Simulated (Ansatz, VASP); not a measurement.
**Cross-check of SnAs between VASP and Ansatz**

Wanted: the spread between two codes on one cell, functional and k mesh. The cell is taken from a series of VASP runs on this material, whose earlier steps may have relaxed, scaled or displaced it; both programs get it as it stands.

Method: plane waves, with VASP 6.6.1 beside it; zone-centre phonons at PBEsol, in Ansatz 0.2.0.

## (1) The starting structure

Symmetry: Fm-3m, No. 225, cubic system. The conventional cell has a = 5.719 Å, b = 5.719 Å, c = 5.719 Å, α = 90.00°, β = 90.00°, γ = 90.00°. Sn has 6 As at 2.86 Å nearest. Nearest to As lie 6 Sn at 2.86 Å. Farther neighbours are not listed.

## (2) VASP: zone-centre phonons, PBEsol

Second derivatives magnify differences that forces hide, and they need a tight electronic threshold.

Lines of VASP's logs that name or quote its potential files are left out, and so is its time.

INCAR reads:

```
SYSTEM = SnAs
PREC = Accurate
ENCUT = 400
EDIFF = 1E-08
NELM = 100
ISMEAR = 1
SIGMA = 0.2
LREAL = .FALSE.
ALGO = Normal
GGA = PS
NBANDS = 15
LORBIT = 11
LWAVE = .FALSE.
LCHARG = .FALSE.
KPAR = 2
IBRION = 8
ISIF = 2
```

POSCAR reads:

```
SnAs
1.0
    0.0000000000      2.8593080381      2.8593080381
    2.8593080381      0.0000000000      2.8593080381
    2.8593080381      2.8593080381      0.0000000000
Sn As
1 1
Direct
    0.0000000000      0.0000000000      0.0000000000
    0.5000000000      0.5000000000      0.5000000000
```

KPOINTS reads:

```
Automatic mesh
0
Gamma
12 12 12
0 0 0
```

Potentials, in the order of the species: Sn_d and As (PBE family, release 64).

Run with:

```sh
mpirun -np 2 vasp_std
```

Numbers of over 12 decimals in the logs are rounded to 6 here.

Output:

```text
[banner, memory and clock lines left out]
running    2 mpi-ranks, on    1 nodes
 distrk:  each k-point on    1 cores,    2 groups
 distr:  one band on    1 cores,    1 groups

 POSCAR found type information on POSCAR SnAs
 POSCAR found :  2 types and       2 ions
|                                                                             |
|               ----> ADVICE to this user running VASP <----                  |
|                                                                             |
|     You enforced a specific xc type in the INCAR file but a different       |
|     [... a line on the potential file left out ...]
|     I HOPE YOU KNOW WHAT YOU ARE DOING!                                     |
|                                                                             |

 LDA part: xc-table for (Slater+PW92), standard interpolation
 POSCAR, INCAR and KPOINTS ok, starting setup
 FFT: planning ... GRIDC
 FFT: planning ... GRID_SOFT
 FFT: planning ... GRID
 WAVECAR not read
 entering main loop
       N       E                     dE             d eps       ncg     rms          rms(c)
DAV:   1     0.102777968280E+03    0.10278E+03   -0.79790E+03  2195   0.132E+03
DAV:   2    -0.164356249316E+01   -0.10442E+03   -0.10166E+03  2356   0.329E+02
DAV:   3    -0.948335351175E+01   -0.78398E+01   -0.77826E+01  2755   0.819E+01
DAV:   4    -0.965616104846E+01   -0.17281E+00   -0.17278E+00  2504   0.133E+01
DAV:   5    -0.966206290482E+01   -0.59019E-02   -0.59018E-02  3014   0.226E+00    0.274E+00
DAV:   6    -0.955984021689E+01    0.10222E+00   -0.19298E-01  3271   0.483E+00    0.161E+00
DAV:   7    -0.955082105352E+01    0.90192E-02   -0.46447E-02  2904   0.179E+00    0.530E-01
DAV:   8    -0.954981713517E+01    0.10039E-02   -0.38904E-03  2713   0.703E-01    0.644E-02
DAV:   9    -0.954981429114E+01    0.28440E-05   -0.29901E-04  2837   0.205E-01    0.564E-02
DAV:  10    -0.954981417327E+01    0.11788E-06   -0.24121E-05  2559   0.357E-02    0.334E-02
DAV:  11    -0.954981215556E+01    0.20177E-05   -0.84277E-06  3284   0.294E-02    0.541E-03
DAV:  12    -0.954981179780E+01    0.35776E-06   -0.92370E-07  2783   0.961E-03    0.303E-03
DAV:  13    -0.954981177638E+01    0.21422E-07   -0.17987E-08  2209   0.127E-03    0.206E-03
DAV:  14    -0.954981176469E+01    0.11694E-07   -0.70064E-08  2737   0.310E-03    0.242E-04
DAV:  15    -0.954981177010E+01   -0.54192E-08   -0.46592E-09  1500   0.542E-04
   1 F= -.95498118E+01 E0= -.95504930E+01  d E =0.204368E-02
 Linear response reoptimize wavefunctions to high precision
DAV:   1    -0.954981177806E+01   -0.79590E-08   -0.29546E-10  1563   0.176E-04
DAV:   2    -0.954981177808E+01   -0.20009E-10   -0.48420E-11  1451   0.770E-05
 Linear response DOF=           2
 Linear response progress:
  Degree of freedom:   1/  2
       N       E                     dE             d eps       ncg     rms          rms(c)
RMM:   1    -0.211771713454E+00   -0.21177E+00    0.53957E-01  5914   0.120E+01
RMM:   2    -0.217575971561E+00   -0.58043E-02   -0.11675E-02  8621   0.949E-01    0.539E-02
RMM:   3    -0.217579621796E+00   -0.36502E-05   -0.88616E-04  9190   0.250E-01    0.281E-02
RMM:   4    -0.217441209782E+00    0.13841E-03   -0.59049E-05  9467   0.680E-02    0.989E-03
RMM:   5    -0.217400265801E+00    0.40944E-04   -0.86153E-06  9431   0.223E-02    0.260E-03
RMM:   6    -0.217399810638E+00    0.45516E-06   -0.15739E-06  9701   0.718E-03    0.115E-03
RMM:   7    -0.217399915704E+00   -0.10507E-06   -0.43851E-07  9711   0.277E-03    0.556E-04
RMM:   8    -0.217398299731E+00    0.16160E-05    0.11020E-06  9467   0.117E-03    0.392E-05
RMM:   9    -0.217397737427E+00    0.56230E-06    0.18947E-06 10012   0.553E-04    0.406E-05
RMM:  10    -0.217397736838E+00    0.58912E-09    0.12661E-06 10428   0.270E-04    0.456E-05
RMM:  11    -0.217397682526E+00    0.54313E-07    0.74196E-07  9933   0.140E-04    0.373E-05
RMM:  12    -0.217397653898E+00    0.28627E-07    0.38276E-07 10061   0.740E-05    0.443E-05
 first order change of Fermi-energy  -0.37746E-03
 force on displaced ion       1 direction 1 :  -1.500   0.000   0.000
 Linear response progress:
  Degree of freedom:   2/  2
       N       E                     dE             d eps       ncg     rms          rms(c)
RMM:   1    -0.422075814917E-01   -0.42208E-01    0.75488E-02 10201   0.101E+00
RMM:   2    -0.430559602065E-01   -0.84838E-03   -0.16036E-03  8907   0.215E-01    0.608E-02
RMM:   3    -0.431981225331E-01   -0.14216E-03   -0.13202E-04  9232   0.598E-02    0.337E-02
RMM:   4    -0.434232836021E-01   -0.22516E-03   -0.25152E-05  9120   0.312E-02    0.571E-03
RMM:   5    -0.434596929842E-01   -0.36409E-04   -0.16710E-06  9190   0.892E-03    0.229E-03
RMM:   6    -0.434477504789E-01    0.11943E-04   -0.94241E-08  9294   0.230E-03    0.989E-04
RMM:   7    -0.434444851474E-01    0.32653E-05    0.11424E-09  9282   0.632E-04    0.495E-05
RMM:   8    -0.434445526293E-01   -0.67482E-07    0.72534E-08  9783   0.156E-04    0.233E-05
RMM:   9    -0.434444943668E-01    0.58262E-07    0.15291E-07  9771   0.540E-05    0.752E-06
RMM:  10    -0.434445026485E-01   -0.82816E-08   -0.76193E-08 10058   0.141E-05    0.311E-06
 first order change of Fermi-energy   0.77966E-03
 force on displaced ion       2 direction 1 :  -1.480   0.000   0.000
 Linear response finished
```

OUTCAR, selected parts (step 2):

```text
ion  position               nearest neighbor table
   1  0.000  0.000  0.000-   2 2.86   2 2.86   2 2.86   2 2.86   2 2.86   2 2.86
   2  0.500  0.500  0.500-   1 2.86   1 2.86   1 2.86   1 2.86   1 2.86   1 2.86

  LATTYP: Found a face centered cubic cell.
 ALAT       =     5.7186160762

 Subroutine GETGRP returns: Found 48 space group operations
 (whereof 48 operations were pure point group operations)

The static configuration has the point symmetry O_h .

 Found     72 irreducible k-points:

   k-points           NKPTS =     72   k-points in BZ     NKDIM =     72   number of bands    NBANDS=     15

   dimension x,y,z NGX =    28 NGY =   28 NGZ =   28
   dimension x,y,z NGXF=    56 NGYF=   56 NGZF=   56

   ENCUT  =  400.0 eV  29.40 Ry    5.42 a.u.   6.59  6.59  6.59*2*pi/ulx,y,z

   NELECT =      19.0000    total number of electrons

 k-points in reciprocal lattice and weights: Automatic mesh
   0.00000000  0.00000000  0.00000000       0.001
   0.08333333  0.00000000  0.00000000       0.005
   0.16666667  0.00000000  0.00000000       0.005
   0.25000000  0.00000000  0.00000000       0.005
   0.33333333  0.00000000  0.00000000       0.005
   0.41666667  0.00000000  0.00000000       0.005
   0.50000000  0.00000000  0.00000000       0.002
   0.08333333  0.08333333  0.00000000       0.003
   0.16666667  0.08333333  0.00000000       0.014
[...]
-0.33333333  0.50000000  0.16666667       0.007
  -0.25000000  0.50000000  0.25000000       0.003

 average (electrostatic) potential at core
       1 -99.9252       2 -47.4556

  Total       -0.0488635     -0.0488635     -0.0488635      0.0000000     -0.0000000      0.0000000
  in kB       -1.6744901     -1.6744901     -1.6744901      0.0000000     -0.0000000      0.0000000
  external PRESSURE =      -1.6744901 kB  Pullay stress =       0.0000000 kB

  energy-cutoff  :      400.00
  volume of cell :       46.75
      direct lattice vectors                 reciprocal lattice vectors
     0.000000000  2.859308038  2.859308038    -0.174867483  0.174867483  0.174867483
     2.859308038  0.000000000  2.859308038     0.174867483 -0.174867483  0.174867483
     2.859308038  2.859308038  0.000000000     0.174867483  0.174867483 -0.174867483

 POSITION                                       TOTAL-FORCE (eV/Angst)
 -----------------------------------------------------------------------------------
      0.00000      0.00000      0.00000         0.000000     -0.000000     -0.000000
      2.85931      2.85931      2.85931        -0.000000      0.000000      0.000000
 -----------------------------------------------------------------------------------
    total drift:                               -0.000000      0.000000      0.000000

 Eigenvectors and eigenvalues of the dynamical matrix
 ----------------------------------------------------

   1 f  =    2.813622 THz    17.678506 2PiTHz   93.852317 cm-1    11.636199 meV
             X         Y         Z           dx          dy          dz
      0.000000  0.000000  0.000000     0.315491    0.539031    0.000000
      2.859308  2.859308  2.859308    -0.394492   -0.674009    0.000000

   2 f  =    2.813622 THz    17.678506 2PiTHz   93.852317 cm-1    11.636199 meV
             X         Y         Z           dx          dy          dz
      0.000000  0.000000  0.000000     0.000000    0.000000   -0.624571
      2.859308  2.859308  2.859308     0.000000    0.000000    0.780968

   3 f  =    2.813622 THz    17.678506 2PiTHz   93.852317 cm-1    11.636199 meV
             X         Y         Z           dx          dy          dz
      0.000000  0.000000  0.000000     0.539031   -0.315491    0.000000
      2.859308  2.859308  2.859308    -0.674009    0.394492    0.000000

   4 f/i=    0.009117 THz     0.057285 2PiTHz    0.304118 cm-1     0.037706 meV
             X         Y         Z           dx          dy          dz
      0.000000  0.000000  0.000000    -0.325407   -0.709945    0.000000
      2.859308  2.859308  2.859308    -0.260241   -0.567771    0.000000

   5 f/i=    0.009117 THz     0.057285 2PiTHz    0.304118 cm-1     0.037706 meV
             X         Y         Z           dx          dy          dz
      0.000000  0.000000  0.000000     0.000000    0.000000    0.780968
      2.859308  2.859308  2.859308     0.000000    0.000000    0.624571

   6 f/i=    0.009117 THz     0.057285 2PiTHz    0.304118 cm-1     0.037706 meV
             X         Y         Z           dx          dy          dz
      0.000000  0.000000  0.000000     0.709945   -0.325407    0.000000
      2.859308  2.859308  2.859308     0.567771   -0.260241    0.000000

 ELASTIC MODULI CONTR FROM IONIC RELAXATION (kBar)
 Direction    XX          YY          ZZ          XY          YZ          ZX
 --------------------------------------------------------------------------------
 XX           0.0000      0.0000      0.0000      0.0000      0.0000      0.0000
 YY           0.0000      0.0000      0.0000      0.0000      0.0000      0.0000
 ZZ           0.0000      0.0000      0.0000      0.0000      0.0000      0.0000
 XY           0.0000      0.0000      0.0000      0.0000      0.0000      0.0000
 YZ           0.0000      0.0000      0.0000      0.0000      0.0000      0.0000
 ZX           0.0000      0.0000      0.0000      0.0000      0.0000      0.0000
 --------------------------------------------------------------------------------
```

## (3) Ansatz: zone-centre phonons, PBEsol

Ansatz runs on its default PAW (the set named soft_2) files.

The same cell, functional, mesh and smearing now go to Ansatz, which takes its cutoff from its data sets.

input.yaml reads:

```yaml
crystal:
  lattice:
    - [0.0, 2.8593080381, 2.8593080381]
    - [2.8593080381, 0.0, 2.8593080381]
    - [2.8593080381, 2.8593080381, 0.0]
  atoms:
    - { symbol: Sn, position: [0.0, 0.0, 0.0] }
    - { symbol: As, position: [0.5, 0.5, 0.5] }
hamiltonian:
  xc: pbesol
  pseudopotentials: { kind: paw }
kpoints:
  mp_grid: { grid: [12, 12, 12] }
scf:
  occupations: { method: methfessel_paxton, width: 0.2 }
phonons:
  method: dfpt
  qpoints: [[0, 0, 0]]
```

Run with:

```sh
ansatz run input.yaml --threads 4 --pin off --max-ram 9216MiB --backend cpu --events-out ev --progress --plain --runs-dir out
```

Output:

```text
Engine: ansatz 0.2.0, aarch64-unknown-linux-gnu
Pseudopotentials: kind: paw
Pseudopotential: Sn, paw, valence charge 14, recommended cutoff 420 eV (normal), Sn.paw.azcp
Pseudopotential: As, paw, valence charge 15, recommended cutoff 420 eV (normal), As.paw.azcp
Functional definition: PBEsol
  exchange = pbesol_x
  correlation = pbesol_c
Crystal: 2 atoms, lattice volume = 46.753 Å³
Basis set: ecut = 420 eV, 941 PW (Γ), exchange–correlation on 60×60×60 points (8 copies of the dense FFT grid, shifted against one another)
Bands: 19, of which v1, the nominal top of the filled ones, is band 15 counted from 1 (14 counted from 0)
Symmetry: 48 space group operations
k-points: 163 of 1728 (irreducible under 8 space group operations, time reversal used)
Non-local potential: Sn, projectors of the file, l = 0: 2, l = 1: 2, l = 2: 2, l = 3: 2
Non-local potential: As, projectors of the file, l = 0: 2, l = 1: 2, l = 2: 3, l = 3: 1
PAW form: soft (Blöchl's): semilocal exchange-correlation on the pseudo side does not see the compensation charge
PAW frozen core: Sn, regenerated for the run's functional, and the local potential with it (the file was generated under x = pbe(κ = 0.804, μ = 0.219515), c = pbe(β = 0.066725))
PAW frozen core: As, regenerated for the run's functional, and the local potential with it (the file was generated under x = pbe(κ = 0.804, μ = 0.219515), c = pbe(β = 0.066725))
PAW one-centre angular grid: Sn, 590 points (default); XC on 64 Gauss nodes
PAW one-centre angular grid: As, 590 points (default); XC on 64 Gauss nodes
Initial density: superposition of atomic densities (neutral atoms: chi_scale 0, normalization atom), corrected by the library's trained network
Initial wavefunctions: pseudopotential atomic-orbital guess
Functional: x = pbesol(κ = 0.804, μ = 0.123457), c = pbesol(β = 0.046)
SCF iter   1: F=—  HF=-10762.990345 eV  |F-HF|=—  |Δ(HF+E_count)|=         —  Δρ=2.84e-3  dr2=5.34e-3  ethr=1.77e-3  ⟨swp⟩=5.1  Hψ=14217  notcnv=0
preconditioner: auto → none  [insulator: Δε(μ)=0.131 eV  Ē_g=18.314 eV  σ=0.200 eV  W_gap=0.51  n_scr=14 (ndim 8)  ℏωp=23.7 eV  f_vac=0.000  D(μ)=0.35/eV (n_scr^D=0)  ε∞_Penn≈2.7]
SCF iter   2: F=—  HF=-10762.987160 eV  |F-HF|=—  |Δ(HF+E_count)|=   3.19e-3  S|Δr|=    0.00e0  Δρ=1.03e-3  dr2=3.95e-4  ethr=1.84e-5  ⟨swp⟩=2.9  Hψ=6088  notcnv=0
SCF iter   3: F=—  HF=-10762.987029 eV  |F-HF|=—  |Δ(HF+E_count)|=   1.30e-4  S|Δr|=    0.00e0  Δρ=3.70e-4  dr2=6.61e-5  ethr=1.36e-6  ⟨swp⟩=2.4  Hψ=5192  notcnv=0
SCF iter   4: F=—  HF=-10762.987035 eV  |F-HF|=—  |Δ(HF+E_count)|=   5.63e-6  S|Δr|=    0.00e0  Δρ=1.41e-4  dr2=4.98e-6  ethr=2.28e-7  ⟨swp⟩=2.0  Hψ=3533  notcnv=0
SCF iter   5: F=—  HF=-10762.987037 eV  |F-HF|=—  |Δ(HF+E_count)|=   2.46e-6  S|Δr|=    0.00e0  Δρ=2.14e-5  dr2=1.42e-7  ethr=1.72e-8  ⟨swp⟩=2.0  Hψ=4457  notcnv=0
SCF iter   6: F=—  HF=-10762.987037 eV  |F-HF|=—  |Δ(HF+E_count)|=   5.61e-7  S|Δr|=    0.00e0  Δρ=3.97e-6  dr2=4.49e-9  ethr=4.90e-10  ⟨swp⟩=2.0  Hψ=5344  notcnv=0
SCF iter   7: F=—  HF=-10762.987037 eV  |F-HF|=—  |Δ(HF+E_count)|=  3.27e-10  S|Δr|=    0.00e0  Δρ=2.21e-6  dr2=1.66e-9  ethr=1.55e-11  ⟨swp⟩=2.0  Hψ=4670  notcnv=0
SCF iter   8: F=—  HF=-10762.987037 eV  |F-HF|=—  |Δ(HF+E_count)|=   1.06e-9  S|Δr|=    0.00e0  Δρ=5.71e-7  dr2=1.19e-10  ethr=5.72e-12  ⟨swp⟩=2.0  Hψ=4437  notcnv=0
SCF iter   9: F=-10762.987037 eV  HF=-10762.987037 eV  |F-HF|=5.46e-12  |Δ(HF+E_count)|=  7.46e-11  S|Δr|=    0.00e0  Δρ=8.06e-8  dr2=2.11e-12  ethr=1.00e-12  ⟨swp⟩=6.1  Hψ=13014  notcnv=0
SCF 1 converged in 9 iterations: F = -10762.987037 eV  dr2 = 2.11e-12
  greatest PAW one-centre occupation: 0.999 electrons in one spin orbital (limit 2), on the As atom at site 1 (counted from 0), in its partial waves of l = 2
DFPT response loops at Γ: preconditioner auto → Kerker (q_TF=auto, 2.520 Å⁻¹) (partly filled bands, converged f_vac=0.000); β = 1.00, the filter's whole step (`scf.mixing.beta` (0.50) is not read by the response loops under this deck's `scf.mixing.preconditioner`; to damp them name `kerker` or `kerker_dos`, under which they read `scf.mixing.beta`, and type it under 1.00, their step now; both keys bind the ground state too); Broyden in place of MSR1
SCF converged after 9 iterations
Stability not checked: this state was not tested for a lower state beside it, because cold or Methfessel-Paxton smearing, or corrected tetrahedra, fill the levels in a way that the test cannot read (fill_not_monotonic; see scf.lower_state_search)
Free energy (F): -10762.987037 eV
Harris-Foulkes:  -10762.987037 eV  (|F-HF|=5.46e-12)
Internal energy: -10762.989042 eV  (E = F + TS)
E sigma→0 (E₀):  -10762.987538 eV
Entropy (-TS):   0.002005 eV (1.002 meV/atom)
Fermi energy:    11.024120 eV
--- Per-component energies (eV) ---
  E_band       = -300.205628
  E_kinetic    = 290.429558
  E_local      = -2474.435782  (includes V_loc(G=0)·N_el)
  E_nonlocal   = -698.801728
  E_hartree    = 1441.370144
  E_xc         = -458.365062
  E_vxc        = -176.723504  (∫ρ·V_xc dr)
  E_paw        = -5858.017249  (= ΣΔE_a)
  E_vpaw       = -123.414401  (= ΣTr[D̂ρ^β])
  E_aug_tail   = 0.000009  (compensation charges beyond the density's cutoff)
  E_ewald      = -3006.420199
  E_core_change = 1.251268  (= ΣΔE_core)
  E_smearing   = 0.002005  (= −TS)
  E_closure    = 0.000000  (closes the sum)
  Σ components = -10762.987037   (vs F -10762.987037, Δ=0.00e0)
--- Band table (eV; the first three rows and the last of 163) ---
  k-point 0: bands = [... 11 lower, 8.3095, 9.8929, 9.8929, 9.8929, 16.4613, 16.4613, 16.4613, 16.9936]
  k-point 1: bands = [... 11 lower, 7.5891, 9.9016, 9.9016, 10.4505, 15.9038, 15.9165, 15.9165, 17.0070]
  k-point 2: bands = [... 11 lower, 6.3565, 9.9357, 9.9357, 11.1739, 14.9366, 14.9366, 15.0893, 17.0459]
  k-point 162: bands = [... 11 lower, 3.8990, 6.1292, 6.1292, 11.8948, 13.1467, 16.9381, 16.9381, 19.8311]
--- Phonons (Γ-DFPT): 2 representative perturbations + reference, on 163 of 1728 k-points (Σ response iterations 6) ---
  k mesh reduced under 8 symmetry operations, with k and −k counted as one. Each operation leaves every solved perturbation unchanged. A smaller set is not used because it would not reduce the number of displacements times k-points to solve
  ASR residual: 1.363e-4 → 0.000e0 eV/Å²; symmetrization residual: 6.019e-6 eV/Å²
  ASR residual per site (eV/Å²): 1.36e-4 1.69e-5
  Γ frequencies (cm⁻¹): 0.00 0.00 0.00 92.46 92.46 92.46
  non-analytic LO–TO correction: not included (Born effective charges unavailable; polar crystals: no LO–TO splitting at Γ)
--- Phonons (arbitrary-q DFPT): 1 explicit q-point ---
  q = [0, 0, 0] (of the zone-centre solve; hermiticity 8.33e-6, symmetrization 3.37e-12): -0.00 0.00 0.00 92.46 92.46 92.46
  sum rule: each row above includes the acoustic sum rule's correction from the zone centre's row sums; it moved no ω² by more than (0.56 cm⁻¹)²
```

It took 20 s on 4 threads of Arm Neoverse N1, shared host; peak memory 0.72 GiB; 73 s of CPU time.

Reading the cycles: dr2 is the Hartree energy of the density residual (eV), the measure of convergence; HF is the Harris–Foulkes estimate of the energy, which meets the free energy F at convergence.

## (4) Side by side

Known differences besides the potentials themselves: the data sets hold 29 valence electrons in Ansatz (default PAW (the set named soft_2) files) and 19 in VASP; the cutoff is 420 eV in Ansatz and 400 eV in VASP; Ansatz makes its cores anew for this functional, VASP keeps those of its PBE data sets; VASP leaves aspherical gradient terms in its spheres out (LASPH is not set), Ansatz keeps them. Total energies have different zeros and are not compared.

Both answers:

```tsv
quantity	Ansatz	VASP	difference
optical mode 1 to 3 (cm⁻¹)	92.5	93.9	-1.48 %
```

Modes are paired by rising frequency and degeneracy, not by their patterns, so a pair may still set unlike modes beside each other.

## (5) Summary of results

| Property | Result |
| --- | --- |
| r.m.s. difference of the optical zone-centre modes, each program's sorted by frequency (zone-centre phonons, PBEsol) | 1.4 cm⁻¹ |
| difference in optical mode 1 to 3 (zone-centre phonons, PBEsol) | -1.5 % |

What this shows: The r.m.s. difference of the optical zone-centre modes, each program's sorted by frequency is 1.4 cm⁻¹ (zone-centre phonons, PBEsol). Among the rows given in per cent, the largest difference of the zone-centre phonons, PBEsol pair is in optical mode 1 to 3, -1.5 %. How closely two codes agree says nothing of how well the functional describes the real material.

[Lines on the potential files, build, host, timing and source positions are cut from VASP's logs without a mark.]

[Logs are printed without paths, hosts, clocks, repeated set-up lines and the standing remarks that a program may print on its own settings, such as how far it seeks lower states.]

[Hosts, paths, dates, database ids (printed as entryN), source tags and the programs' standing remarks are cut or masked in the printed files.]
